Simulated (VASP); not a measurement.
Level of theory: optB88-vdW, VASP's PBE PAW potentials (set 64) (plane waves; VASP).

Input for VASP

### INCAR
```
LASPH=T   ! aspherical one-centre terms
ISMEAR=1
LMAXMIX=4   ! l cut-off of mixed one-centre charges
LREAL=F   ! projection in real space or not
LCHARG=F
LWAVE=F
PARAM1=0.1833333333
PARAM2=0.22
LUSE_VDW=T
GGA=BO
ISIF=2   ! forces and stress, cell fixed
NELM=100   ! most electronic steps
PREC=Accurate
EDIFF=1E-7   ! SCF stop (eV)
ALGO=Normal   ! blocked Davidson
ENCUT=520   ! plane-wave cut-off (eV)
SIGMA=0.1   ! width (eV)
AGGAC=0.0
SYSTEM=PdIn
```

File KPOINTS:
```
Automatic mesh
0
Gamma
11 11 11
0 0 0
```

**POSCAR**
```
PdIn
1
    3.3403671893     0.0000000000     0.0000000000
    0.0000000000     3.3403671893     0.0000000000
    0.0000000000     0.0000000000     3.3403671893
In Pd
1 1
Direct
  0.5000000000   0.5000000000   0.5000000000
  0.0000000000   0.0000000000   0.0000000000
```

POTCAR, in this order: In_d Pd (PBE.64 set). Program: vasp_std.

Output of the run:

File OSZICAR:
```
       N       E                     dE             d eps       ncg     rms          rms(c)
DAV:   1     0.168511126081E+03    0.16851E+03   -0.11407E+04  1702   0.195E+03
DAV:   2     0.539922336788E+01   -0.16311E+03   -0.15932E+03  1722   0.405E+02
DAV:   3    -0.250641588528E+01   -0.79056E+01   -0.78361E+01  2184   0.949E+01
DAV:   4    -0.263742819918E+01   -0.13101E+00   -0.13100E+00  2036   0.118E+01
DAV:   5    -0.264331890626E+01   -0.58907E-02   -0.58907E-02  2530   0.222E+00    0.496E+00
DAV:   6    -0.250444422652E+01    0.13887E+00   -0.29154E-01  2170   0.872E+00    0.237E+00
DAV:   7    -0.247507209780E+01    0.29372E-01   -0.59522E-02  2216   0.431E+00    0.973E-01
DAV:   8    -0.247047993941E+01    0.45922E-02   -0.16095E-02  1834   0.124E+00    0.339E-01
DAV:   9    -0.246979245275E+01    0.68749E-03   -0.16695E-03  2135   0.714E-01    0.651E-02
DAV:  10    -0.246979659970E+01   -0.41469E-05   -0.44208E-05  2158   0.105E-01    0.270E-02
DAV:  11    -0.246979772734E+01   -0.11276E-05   -0.47152E-06  2078   0.282E-02    0.659E-03
DAV:  12    -0.246979806341E+01   -0.33607E-06   -0.43643E-07  2065   0.774E-03    0.177E-03
DAV:  13    -0.246979785635E+01    0.20706E-06   -0.52980E-08  1015   0.273E-03    0.203E-04
DAV:  14    -0.246979784100E+01    0.15352E-07   -0.45542E-09   959   0.977E-04
   1 F= -.24697978E+01 E0= -.24691002E+01  d E =-.209300E-02
```

### OUTCAR
```
------------------------ aborting loop because EDIFF is reached ----------------------------------------
  FORCE on cell =-STRESS in cart. coord.  units (eV):
  Direction    XX          YY          ZZ          XY          YZ          ZX
  --------------------------------------------------------------------------------------
  Total       -0.7924891     -0.7924891     -0.7924891     -0.0000000      0.0000000     -0.0000000
  in kB      -34.0660088    -34.0660088    -34.0660088     -0.0000000      0.0000000     -0.0000000
  external PRESSURE =     -34.0660088 kB  Pullay stress =       0.0000000 kB
  volume of cell :       37.27
      direct lattice vectors                 reciprocal lattice vectors
     3.340367189  0.000000000  0.000000000     0.299368286  0.000000000  0.000000000
     0.000000000  3.340367189  0.000000000     0.000000000  0.299368286  0.000000000
     0.000000000  0.000000000  3.340367189     0.000000000  0.000000000  0.299368286
 POSITION                                       TOTAL-FORCE (eV/Angst)
 -----------------------------------------------------------------------------------
      1.67018      1.67018      1.67018         0.000000      0.000000      0.000000
      0.00000      0.00000      0.00000         0.000000      0.000000      0.000000
 -----------------------------------------------------------------------------------
    total drift:                                0.000000      0.000000      0.000000
  FREE ENERGIE OF THE ION-ELECTRON SYSTEM (eV)
  ---------------------------------------------------
  free  energy   TOTEN  =        -2.4697978410 eV

  energy  without entropy=       -2.4677048422  energy(sigma->0) =       -2.46910017
```
(Selected blocks of OUTCAR.)

The compound is PdIn in the CsCl type structure. This cell is one point of a volume scan, at 1.03 of the reference volume. The electron count is odd and the run is not spin-polarised, which forces a metal.
